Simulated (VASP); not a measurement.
**Energy against moment in CuAu**

Aim: the energy of CuAu as a function of its total moment. The start is a cell from a database of measured crystal structures.

Method: PBE, spin-polarised from a ferromagnetic start; plane waves and PAW (Au, Cu), in the first sound run; inputs show where later runs differ, in VASP 6.6.1.

The database entry behind the starting cell is an old determination (1936), so it need not match the best structure at ambient conditions.

## 1. The structure

It takes space group P4/mmm (No. 123, tetragonal). The conventional cell has a = 2.811 Å, b = 2.811 Å, c = 3.685 Å, α = 90.00°, β = 90.00°, γ = 90.00°. Au has 8 Cu at 2.71 Å and 4 Au at 2.81 Å nearest. Nearest to Cu lie 8 Au at 2.71 Å and 4 Cu at 2.81 Å. Farther neighbours are not listed.

## 2. Free moment

The unconstrained run shows the moment that this start leads to, and gives an energy to count from.

Input file INCAR:

```
SYSTEM = CuAu
PREC = Accurate
ENCUT = 360
EDIFF = 1E-06
NELM = 150
ISMEAR = 1
SIGMA = 0.1
LREAL = .FALSE.
ALGO = Normal
GGA = PE
NBANDS = 17
ISPIN = 2
MAGMOM = 0 0.6
LASPH = .TRUE.
LMAXMIX = 4
LORBIT = 11
LWAVE = .FALSE.
LCHARG = .FALSE.
AMIX = 0.2
BMIX = 1E-04
AMIX_MAG = 0.8
BMIX_MAG = 1E-04
NEDOS = 1500
```

Input file POSCAR:

```
CuAu
1.0
    2.8107494552      0.0000000000      0.0000000000
    0.0000000000      2.8107494552      0.0000000000
    0.0000000000      0.0000000000      3.6850000000
Au Cu
1 1
Direct
    0.0000000000      0.0000000000      0.0000000000
    0.5000000000      0.5000000000      0.5000000000
```

Input file KPOINTS:

```
Automatic mesh
0
Gamma
9 9 7
0 0 0
```

PAW data sets: Au and Cu (PBE family, release 64).

On the command line:

```console
$ mpirun -np 1 vasp_std
```

Log:

```text
[banner, memory and clock lines left out]
running    1 mpi-ranks, on    1 nodes
 distrk:  each k-point on    1 cores,    1 groups
 distr:  one band on    1 cores,    1 groups

 POSCAR found type information on POSCAR AuCu
 POSCAR found :  2 types and       2 ions
 LDA part: xc-table for (Slater+PW92), standard interpolation
 POSCAR, INCAR and KPOINTS ok, starting setup
 FFT: planning ... GRIDC
 FFT: planning ... GRID_SOFT
 FFT: planning ... GRID
 WAVECAR not read
 entering main loop
       N       E                     dE             d eps       ncg     rms          rms(c)
DAV:   1     0.102198436564E+03    0.10220E+03   -0.85028E+03  4448   0.133E+03
DAV:   2    -0.505383705452E+01   -0.10725E+03   -0.10136E+03  4153   0.255E+02
DAV:   3    -0.794780363951E+01   -0.28940E+01   -0.28622E+01  4992   0.529E+01
DAV:   4    -0.798478585529E+01   -0.36982E-01   -0.36966E-01  5171   0.485E+00
DAV:   5    -0.798592216268E+01   -0.11363E-02   -0.11363E-02  5692   0.899E-01    0.120E+01
DAV:   6    -0.727525278460E+01    0.71067E+00   -0.22961E+00  4372   0.397E+01    0.658E+00
DAV:   7    -0.711340469414E+01    0.16185E+00   -0.55383E-01  6192   0.206E+01    0.593E+00
DAV:   8    -0.708047684676E+01    0.32928E-01   -0.11977E-01  5295   0.508E+00    0.435E+00
DAV:   9    -0.707188101825E+01    0.85958E-02   -0.50833E-02  5905   0.619E+00    0.134E+00
DAV:  10    -0.706785954159E+01    0.40215E-02   -0.22994E-02  5290   0.534E+00    0.441E-01
DAV:  11    -0.706773282133E+01    0.12672E-03   -0.59668E-04  6085   0.485E-01    0.162E-01
DAV:  12    -0.706767819023E+01    0.54631E-04   -0.22828E-04  5995   0.423E-01    0.448E-02
DAV:  13    -0.706767951941E+01   -0.13292E-05   -0.13772E-05  5312   0.425E-02    0.581E-03
DAV:  14    -0.706767999621E+01   -0.47680E-06   -0.36908E-07  2468   0.861E-03
   1 F= -.70676800E+01 E0= -.70676177E+01  d E =-.186790E-03  mag=     0.0001
```

It took 14 s on 1 MPI rank of Intel Xeon 6975P-C (Granite Rapids), shared host; peak memory 0.15 GiB.

The logs omit lines about the potential files and the build; timing stands in the text.

From OUTCAR (step 2):

```text
ion  position               nearest neighbor table
   1  0.000  0.000  0.000-   2 2.71   2 2.71   2 2.71   2 2.71   2 2.71   2 2.71   2 2.71   2 2.71

  LATTYP: Found a simple tetragonal cell.
 ALAT       =     2.8107494552
 C/A-ratio  =     1.3110382333

 Subroutine GETGRP returns: Found 16 space group operations
 (whereof 16 operations were pure point group operations)

The static configuration has the point symmetry D_4h.

 Found     60 irreducible k-points:

   k-points           NKPTS =     60   k-points in BZ     NKDIM =     60   number of bands    NBANDS=     17

   dimension x,y,z NGX =    18 NGY =   18 NGZ =   24
   dimension x,y,z NGXF=    36 NGYF=   36 NGZF=   48

   ENCUT  =  360.0 eV  26.46 Ry    5.14 a.u.   4.35  4.35  5.70*2*pi/ulx,y,z

   NELECT =      22.0000    total number of electrons

 k-points in reciprocal lattice and weights: Automatic mesh
   0.00000000  0.00000000  0.00000000       0.002
   0.11111111  0.00000000  0.00000000       0.007
   0.22222222  0.00000000  0.00000000       0.007
   0.33333333  0.00000000  0.00000000       0.007
   0.44444444  0.00000000  0.00000000       0.007
   0.11111111  0.11111111  0.00000000       0.007
   0.22222222  0.11111111  0.00000000       0.014
   0.33333333  0.11111111  0.00000000       0.014
   0.44444444  0.11111111  0.00000000       0.014
[...]
0.44444444  0.33333333  0.42857143       0.028
   0.44444444  0.44444444  0.42857143       0.014

 average (electrostatic) potential at core
       1 -65.2667       2 -62.2915

 E-fermi :   8.6959

 spin component 1
 k-point     1 :       0.0000    0.0000    0.0000
  band No.  band energies     occupation
    ...
      7       5.9044      1.00000
      8       6.5924      1.00000
      9       7.0377      1.00000
     10       7.2610      1.00000
     11       7.2610      1.00000
     12      10.8357      0.00000
     13      16.7560      0.00000
     14      18.7582      0.00000
     15      18.7582      0.00000
     16      25.4583      0.00000
    ...

 k-point     2 :       0.1111    0.0000    0.0000
  band No.  band energies     occupation
    ...
      7       5.9476      1.00000
      8       6.5830      1.00000
      9       6.8708      1.00000
     10       6.9214      1.00000
     11       7.2019      1.00000
     12      11.6157      0.00000
     13      16.2232      0.00000
     14      17.6156      0.00000
     15      19.2445      0.00000
     16      25.0861      0.00000
    ...

 k-point     3 :       0.2222    0.0000    0.0000
  band No.  band energies     occupation
    ...
      7       5.9935      1.00000
      8       6.2915      1.00000
      9       6.6324      1.00000
     10       6.6796      1.00000
     11       7.0341      1.00000
     12      13.3271      0.00000
     13      13.7766      0.00000
     14      17.2639      0.00000
     15      20.5722      0.00000
     16      23.7970      0.00000
    ...

 k-point     4 :       0.3333    0.0000    0.0000
  band No.  band energies     occupation
    ...
      7       5.9023      1.00000
      8       5.9111      1.00000
      9       6.4664      1.00000
     10       6.7946      1.00000
     11       6.9156      1.00000
     12      11.1542      0.00000
     13      15.4187      0.00000
     14      17.4581      0.00000
     15      22.0181      0.00000
     16      22.4919      0.00000
    ...

 k-point     5 :       0.4444    0.0000    0.0000
  band No.  band energies     occupation
    ...
      7       5.7313      1.00000
      8       5.7877      1.00000
      9       6.3491      1.00000
     10       6.5813      1.00000
     11       7.5525      1.00000
     12       9.0943     -0.00000
     13      17.6018      0.00000
     14      17.9799      0.00000
     15      20.3812      0.00000
     16      20.7577      0.00000
    ...

 k-point     6 :       0.1111    0.1111    0.0000
  band No.  band energies     occupation
    ...
      7       6.0034      1.00000
      8       6.5422      1.00000
      9       6.5890      1.00000
     10       6.8149      1.00000
     11       7.2725      1.00000
     12      12.2413      0.00000
     13      16.1812      0.00000
     14      17.3749      0.00000
     15      18.1892      0.00000
     16      26.4272      0.00000
    ...

  Total        0.7771338      0.7771338      0.6499033      0.0000000      0.0000000      0.0000000
  in kB       42.7685566     42.7685566     35.7665902      0.0000000      0.0000000      0.0000000
  external PRESSURE =      40.4345678 kB  Pullay stress =       0.0000000 kB

  energy-cutoff  :      360.00
  volume of cell :       29.11
      direct lattice vectors                 reciprocal lattice vectors
     2.810749455  0.000000000  0.000000000     0.355776997  0.000000000  0.000000000
     0.000000000  2.810749455  0.000000000     0.000000000  0.355776997  0.000000000
     0.000000000  0.000000000  3.685000000     0.000000000  0.000000000  0.271370421

 POSITION                                       TOTAL-FORCE (eV/Angst)
 -----------------------------------------------------------------------------------
      0.00000      0.00000      0.00000         0.000000      0.000000      0.000000
      1.40537      1.40537      1.84250         0.000000      0.000000      0.000000
 -----------------------------------------------------------------------------------
    total drift:                                0.000000     -0.000000     -0.000000

  FREE ENERGIE OF THE ION-ELECTRON SYSTEM (eV)
  ---------------------------------------------------
  free  energy   TOTEN  =        -7.0676799962 eV

  energy  without entropy=       -7.0674932065  energy(sigma->0) =       -7.06761773

 total charge
# of ion       s       p       d       tot
------------------------------------------
    1        0.611   0.424   8.698   9.733
    2        0.377   0.317   9.219   9.913
--------------------------------------------------
tot          0.988   0.741  17.917  19.647

 magnetization (x)
# of ion       s       p       d       tot
------------------------------------------
    1       -0.000  -0.000  -0.000  -0.000
    2        0.000   0.000   0.000   0.000
--------------------------------------------------
tot         -0.000   0.000   0.000   0.000

[... 6 further parts left out ...]
```

The k-mesh is coarse for a metal.

Numbers from this step:

* electronic cycles: 14
* electrons: 22
* free energy (TOTEN): -7.068 eV
* energy at zero smearing: -7.068 eV
* Fermi energy: 8.696 eV
* labelled metallic, from the levels on this mesh: yes
* DOS at the Fermi level: 0.5359 states/eV/cell

The spin moment in the PAW sphere vanishes on all atoms.

The density of states has structure finer than the step of the table below, so its rows give means over 1 eV, whole bins alone (the curve runs from -11.1 to 7.89 eV). Peaks (eV: height): total -4.7: 5.56, -4.0: 5.50, -2.6: 6.09, -1.7: 9.36; Au s -7.5: 0.220, -7.2: 0.223, -6.9: 0.309, 4.2: 0.201; Au p -3.0: 0.219, 2.0: 0.377, 5.4: 0.201, 7.0: 0.233; Au d -6.2: 2.47, -5.4: 3.54, -4.7: 3.85, -4.0: 3.62; Cu s -6.2: 0.200, -5.9: 0.220, 5.0: 0.211, 7.2: 0.208.

Means over bins of 0.081 eV. Table of density of states by energy, zero at the Fermi level; means over each step; values in states/eV/cell:

| energy (eV) | total | Au s | Au p | Au d | Cu s | Cu p | Cu d |
| --- | --- | --- | --- | --- | --- | --- | --- |
| -10 | 0.0103 | 0.00388 | 3.5e-5 | 4.9e-5 | 0.00204 | 3.5e-5 | 0 |
| -9 | 0.133 | 0.0492 | 0.00223 | 0.00226 | 0.0244 | 0.00209 | 2.0e-4 |
| -8 | 0.310 | 0.104 | 0.0102 | 0.0231 | 0.0444 | 0.0105 | 0.00271 |
| -7 | 0.970 | 0.147 | 0.0235 | 0.396 | 0.0844 | 0.0239 | 0.0412 |
| -6 | 2.78 | 0.0848 | 0.0489 | 1.81 | 0.113 | 0.0540 | 0.181 |
| -5 | 3.39 | 0.0757 | 0.0596 | 2.32 | 0.0134 | 0.0762 | 0.373 |
| -4 | 3.16 | 0.0638 | 0.0640 | 2.10 | 0.0143 | 0.0365 | 0.571 |
| -3 | 3.30 | 0.0200 | 0.0969 | 0.674 | 0.0307 | 0.0366 | 2.15 |
| -2 | 6.69 | 0.0119 | 0.0456 | 1.10 | 0.0134 | 0.0285 | 5.27 |
| -1 | 0.942 | 0.0303 | 0.0393 | 0.209 | 0.0268 | 0.0246 | 0.532 |
| 0 | 0.509 | 0.0352 | 0.0544 | 0.108 | 0.0196 | 0.0415 | 0.143 |
| 1 | 0.610 | 0.0512 | 0.0772 | 0.140 | 0.0330 | 0.0606 | 0.105 |
| 2 | 0.476 | 0.0326 | 0.0814 | 0.0783 | 0.0222 | 0.0596 | 0.0680 |
| 3 | 0.472 | 0.0610 | 0.0688 | 0.0754 | 0.0351 | 0.0507 | 0.0551 |
| 4 | 0.528 | 0.0747 | 0.0708 | 0.0780 | 0.0560 | 0.0478 | 0.0579 |
| 5 | 0.688 | 0.0632 | 0.0940 | 0.101 | 0.111 | 0.0692 | 0.0532 |
| 6 | 0.483 | 0.0666 | 0.0568 | 0.0502 | 0.0807 | 0.0456 | 0.0378 |
| 7 | 0.831 | 0.0882 | 0.112 | 0.0925 | 0.129 | 0.0943 | 0.0573 |

## 3. Fixed spin moment, fixed moment 0

This step: PBE, spin-polarised, total moment fixed; plane waves and PAW (Au, Cu) (VASP 6.6.1).

NUPDOWN fixes the difference of up and down electrons.

Edit INCAR of step 2 so:

```diff
@@ -12,3 +12,3 @@
 ISPIN = 2
-MAGMOM = 0 0.6
+MAGMOM = 0 0
 LASPH = .TRUE.
@@ -22,2 +22,2 @@
 BMIX_MAG = 1E-04
-NEDOS = 1500
+NUPDOWN = 0
```

POSCAR is that of step 2.

KPOINTS is that of step 2.

On the command line:

```console
$ mpirun -np 1 vasp_std
```

Log:

```text
[... set-up lines as in an earlier step ...]
 entering main loop
       N       E                     dE             d eps       ncg     rms          rms(c)
DAV:   1     0.102171851992E+03    0.10217E+03   -0.87789E+03  4448   0.138E+03
DAV:   2    -0.510086104803E+01   -0.10727E+03   -0.10138E+03  4153   0.255E+02
DAV:   3    -0.800083989669E+01   -0.29000E+01   -0.28725E+01  5016   0.530E+01
DAV:   4    -0.803783161303E+01   -0.36992E-01   -0.36977E-01  5180   0.486E+00
DAV:   5    -0.803895165791E+01   -0.11200E-02   -0.11200E-02  5627   0.897E-01    0.115E+01
DAV:   6    -0.727989841671E+01    0.75905E+00   -0.21785E+00  4362   0.388E+01    0.645E+00
DAV:   7    -0.711264992124E+01    0.16725E+00   -0.52625E-01  6208   0.193E+01    0.590E+00
DAV:   8    -0.708085844939E+01    0.31791E-01   -0.11823E-01  5217   0.514E+00    0.429E+00
DAV:   9    -0.707225145886E+01    0.86070E-02   -0.46461E-02  6021   0.546E+00    0.141E+00
DAV:  10    -0.706774458943E+01    0.45069E-02   -0.15733E-02  5654   0.431E+00    0.306E-01
DAV:  11    -0.706773296886E+01    0.11621E-04   -0.44435E-04  4668   0.176E-01    0.113E-01
DAV:  12    -0.706767869514E+01    0.54274E-04   -0.22307E-04  5874   0.454E-01    0.146E-02
DAV:  13    -0.706767991595E+01   -0.12208E-05   -0.16165E-05  6227   0.602E-02    0.595E-03
DAV:  14    -0.706767957201E+01    0.34394E-06   -0.15487E-06  2451   0.360E-02
   1 F= -.70676796E+01 E0= -.70676173E+01  d E =-.186710E-03  mag=    -0.0000
```

Elapsed: 14 s, on 1 MPI rank; peak memory 0.15 GiB.

Parts of OUTCAR (step 3):

```text
The static configuration has the point symmetry D_4h.

 Found     60 irreducible k-points:

   NELECT =      22.0000    total number of electrons

 E-fermi :   8.6958

 spin component 1
 k-point     1 :       0.0000    0.0000    0.0000
  band No.  band energies     occupation
    ...
      7       5.9043      1.00000
      8       6.5923      1.00000
      9       7.0377      1.00000
     10       7.2610      1.00000
     11       7.2610      1.00000
     12      10.8357      0.00000
     13      16.7559      0.00000
     14      18.7582      0.00000
     15      18.7582      0.00000
     16      25.4582      0.00000
    ...

 k-point     2 :       0.1111    0.0000    0.0000
  band No.  band energies     occupation
    ...
      7       5.9475      1.00000
      8       6.5829      1.00000
      9       6.8708      1.00000
     10       6.9214      1.00000
     11       7.2018      1.00000
     12      11.6157      0.00000
     13      16.2231      0.00000
     14      17.6156      0.00000
     15      19.2445      0.00000
     16      25.0861      0.00000
    ...

 k-point     3 :       0.2222    0.0000    0.0000
  band No.  band energies     occupation
    ...
      7       5.9934      1.00000
      8       6.2914      1.00000
      9       6.6323      1.00000
     10       6.6794      1.00000
     11       7.0341      1.00000
     12      13.3271      0.00000
     13      13.7766      0.00000
     14      17.2638      0.00000
     15      20.5722      0.00000
     16      23.7970      0.00000
    ...

 k-point     4 :       0.3333    0.0000    0.0000
  band No.  band energies     occupation
    ...
      7       5.9022      1.00000
      8       5.9111      1.00000
      9       6.4663      1.00000
     10       6.7945      1.00000
     11       6.9156      1.00000
     12      11.1542      0.00000
     13      15.4187      0.00000
     14      17.4581      0.00000
     15      22.0182      0.00000
     16      22.4919      0.00000
    ...

  Total        0.7929076      0.7929076      0.6633550      0.0000000      0.0000000      0.0000000
  in kB       43.6366481     43.6366481     36.5068919      0.0000000      0.0000000      0.0000000
  external PRESSURE =      41.2600627 kB  Pullay stress =       0.0000000 kB

  FREE ENERGIE OF THE ION-ELECTRON SYSTEM (eV)
  ---------------------------------------------------
  free  energy   TOTEN  =        -7.0676795720 eV

  energy  without entropy=       -7.0674928621  energy(sigma->0) =       -7.06761734

 total charge
# of ion       s       p       d       tot
------------------------------------------
    1        0.611   0.424   8.698   9.733
    2        0.377   0.317   9.219   9.914
--------------------------------------------------
tot          0.988   0.741  17.917  19.647

 magnetization (x)
# of ion       s       p       d       tot
------------------------------------------
    1       -0.000  -0.000   0.000   0.000
    2       -0.000  -0.000  -0.000  -0.000
--------------------------------------------------
tot         -0.000  -0.000   0.000  -0.000

[... 9 parts as in an earlier step ...]

[... 4 further parts left out ...]
```

Energy at zero smearing: -7.06762 eV.

The run ends at a pressure of 4.13 GPa.

(Continued in part 2 of 2.)

[Lines on the potential files, build, host, timing and source positions are cut from VASP's logs without a mark.]

[Logs are printed without paths, hosts, clocks, repeated set-up lines and the standing remarks that a program may print on its own settings, such as how far it seeks lower states.]

[Hosts, paths, dates, database ids (printed as entryN), source tags and the programs' standing remarks are cut or masked in the printed files.]

[In band tables of VASP the shares of atoms and orbitals are scaled to a sum of 1 inside the atoms' spheres.]

[Runs that stopped without an error message from VASP are left out.]
